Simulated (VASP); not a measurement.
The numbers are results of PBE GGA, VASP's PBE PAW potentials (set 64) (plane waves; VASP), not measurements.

VASP ran on this input.

**INCAR**
```
SYSTEM = Si
PREC = Accurate; ENCUT = 480; LREAL = .FALSE.
LASPH = .TRUE.
EDIFF = 1E-6; NELM = 100; ALGO = Normal
ISMEAR = 0; SIGMA = 0.05
GGA = PE
IBRION = 2; NSW = 60; ISIF = 3
EDIFFG = -0.01
LWAVE = .FALSE.; LCHARG = .FALSE.
```

**KPOINTS**
```
kpoints
0
Gamma
  8 8 8
```

### POSCAR
```
Si
1
    0.0000000000     2.7342695896     2.7342695896
    2.7342695896     0.0000000000     2.7342695896
    2.7342695896     2.7342695896     0.0000000000
Si
2
Direct
  0.5000000000   0.5000000000   0.5000000000
  0.7500000000   0.7500000000   0.7500000000
```

POTCAR, in this order: Si (PBE.64 set). Program: vasp_std.

What VASP printed:

OUTCAR:
```
 ion  position               nearest neighbor table
   1  0.500  0.500  0.500-   2 2.37   2 2.37   2 2.37   2 2.37
   2  0.750  0.750  0.750-   1 2.37   1 2.37   1 2.37   1 2.37
  LATTYP: Found a face centered cubic cell.
 ALAT       =     5.4685391792
 Subroutine PRICEL returns:
 Original cell was already a primitive cell.
 Subroutine GETGRP returns: Found 48 space group operations
The static configuration has the point symmetry T_d .
 The point group associated with its full space group is O_h .
The dynamic configuration has the point symmetry T_d .
 Subroutine INISYM returns: Found 48 space group operations
 Subroutine IBZKPT returns following result:
 Found     29 irreducible k-points:

 Following reciprocal coordinates:
            Coordinates               Weight
  0.000000  0.000000  0.000000      1.000000
  0.125000  0.000000  0.000000      8.000000
  0.250000  0.000000  0.000000      8.000000
  0.375000  0.000000  0.000000      8.000000
  0.500000  0.000000  0.000000      4.000000
  0.125000  0.125000  0.000000      6.000000
  0.250000  0.125000  0.000000     24.000000
  0.375000  0.125000  0.000000     24.000000
  0.500000  0.125000  0.000000     24.000000
 -0.375000  0.125000  0.000000     24.000000
 -0.250000  0.125000  0.000000     24.000000
 -0.125000  0.125000  0.000000     12.000000
  0.250000  0.250000  0.000000      6.000000
  0.375000  0.250000  0.000000     24.000000
  0.500000  0.250000  0.000000     24.000000
 -0.375000  0.250000  0.000000     24.000000
 -0.250000  0.250000  0.000000     12.000000
  0.375000  0.375000  0.000000      6.000000
  0.500000  0.375000  0.000000     24.000000
 -0.375000  0.375000  0.000000     12.000000
  0.500000  0.500000  0.000000      3.000000
  0.375000  0.250000  0.125000     24.000000
  0.500000  0.250000  0.125000     48.000000
 -0.375000  0.250000  0.125000     24.000000
  0.500000  0.375000  0.125000     24.000000
 -0.375000  0.375000  0.125000     48.000000
 -0.250000  0.375000  0.125000     24.000000
 -0.375000  0.500000  0.125000     12.000000
 -0.250000  0.500000  0.250000      6.000000
   k-points           NKPTS =     29   k-points in BZ     NKDIM =     29   number of bands    NBANDS=      8
   number of dos      NEDOS =    301   number of ions     NIONS =      2
   total plane-waves  NPLWV =  21952
   dimension x,y,z NGX =    28 NGY =   28 NGZ =   28
   dimension x,y,z NGXF=    56 NGYF=   56 NGZF=   56
   ions per type =               2
   PREC   = accura    normal or accurate (medium, high low for compatibility)
   ISTART =      0    job   : 0-new  1-cont  2-samecut
   ICHARG =      2    charge: 1-file 2-atom 10-const
   ISPIN  =      1    spin polarized calculation?
   LNONCOLLINEAR =      F non collinear calculations
   LSORBIT =      F    spin-orbit coupling
   INIWAV =      1    electr: 0-lowe 1-rand  2-diag
   ENCUT  =  480.0 eV  35.28 Ry    5.94 a.u.   6.91  6.91  6.91*2*pi/ulx,y,z
   NELM   =    100;   NELMIN=  2; NELMDL= -5     # of ELM steps
   EDIFF  = 0.1E-05   stopping-criterion for ELM
   LREAL  =      F    real-space projection
   NLSPLINE    = F    spline interpolate recip. space projectors
   LMAXMIX     =    2 max onsite mixed and CHGCAR
   VOSKOWN=      0    Vosko Wilk Nusair interpolation
   EDIFFG = -.1E-01   stopping-criterion for IOM
   NSW    =     60    number of steps for IOM
   NBLOCK =      1;   KBLOCK =     60    inner block; outer block
   IBRION =      2    ionic relax: 0-MD 1-quasi-New 2-CG
   NFREE  =      1    steps in history (QN), initial steepest desc. (CG)
   ISIF   =      3    stress and relaxation
   ISYM   =      2    0-nonsym 1-usesym 2-fastsym
   TEIN   =    0.0    initial temperature
   TEBEG  =    0.0;   TEEND  =   0.0 temperature during run
...
```

**OSZICAR**
```
       N       E                     dE             d eps       ncg     rms          rms(c)
DAV:   1     0.871641793116E+01    0.87164E+01   -0.31825E+03   464   0.755E+02
DAV:   2    -0.107002695649E+02   -0.19417E+02   -0.18030E+02   720   0.808E+01
DAV:   3    -0.110138096847E+02   -0.31354E+00   -0.31354E+00   616   0.129E+01
DAV:   4    -0.110149766820E+02   -0.11670E-02   -0.11670E-02   728   0.826E-01
DAV:   5    -0.110149803561E+02   -0.36741E-05   -0.36741E-05   632   0.316E-02    0.475E+00
DAV:   6    -0.108985804367E+02    0.11640E+00   -0.75851E-02   584   0.144E+00    0.290E+00
DAV:   7    -0.108447408836E+02    0.53840E-01   -0.14601E-01   568   0.213E+00    0.175E-01
DAV:   8    -0.108458572214E+02   -0.11163E-02   -0.38548E-03   504   0.470E-01    0.738E-02
DAV:   9    -0.108460534871E+02   -0.19627E-03   -0.19677E-04   680   0.110E-01    0.563E-02
DAV:  10    -0.108460807882E+02   -0.27301E-04   -0.33976E-05   512   0.434E-02    0.104E-02
DAV:  11    -0.108460804181E+02    0.37002E-06   -0.49561E-07   680   0.513E-03
   1 F= -.10846080E+02 E0= -.10846080E+02  d E =-.108461E+02
```

File OUTCAR:
```
------------------------ aborting loop because EDIFF is reached ----------------------------------------
  FORCE on cell =-STRESS in cart. coord.  units (eV):
  Direction    XX          YY          ZZ          XY          YZ          ZX
  --------------------------------------------------------------------------------------
  Total        0.0027747      0.0027747      0.0027747      0.0000000      0.0000000      0.0000000
  in kB        0.1087365      0.1087365      0.1087365      0.0000000      0.0000000      0.0000000
  external PRESSURE =       0.1087365 kB  Pullay stress =       0.0000000 kB
  volume of cell :       40.88
      direct lattice vectors                 reciprocal lattice vectors
     0.000000000  2.734269590  2.734269590    -0.182864192  0.182864192  0.182864192
     2.734269590  0.000000000  2.734269590     0.182864192 -0.182864192  0.182864192
     2.734269590  2.734269590  0.000000000     0.182864192  0.182864192 -0.182864192
 POSITION                                       TOTAL-FORCE (eV/Angst)
 -----------------------------------------------------------------------------------
      2.73427      2.73427      2.73427         0.000000     -0.000000      0.000000
      4.10140      4.10140      4.10140        -0.000000      0.000000     -0.000000
 -----------------------------------------------------------------------------------
    total drift:                                0.000000      0.000000     -0.000000
  FREE ENERGIE OF THE ION-ELECTRON SYSTEM (eV)
  ---------------------------------------------------
  free  energy   TOTEN  =       -10.8460804181 eV

  energy  without entropy=      -10.8460804181  energy(sigma->0) =      -10.84608042

 reached required accuracy - stopping structural energy minimisation
```
(Selected blocks of OUTCAR.)

The compound is Si in the diamond structure. It was relaxed first. The start is the result of an earlier pass.
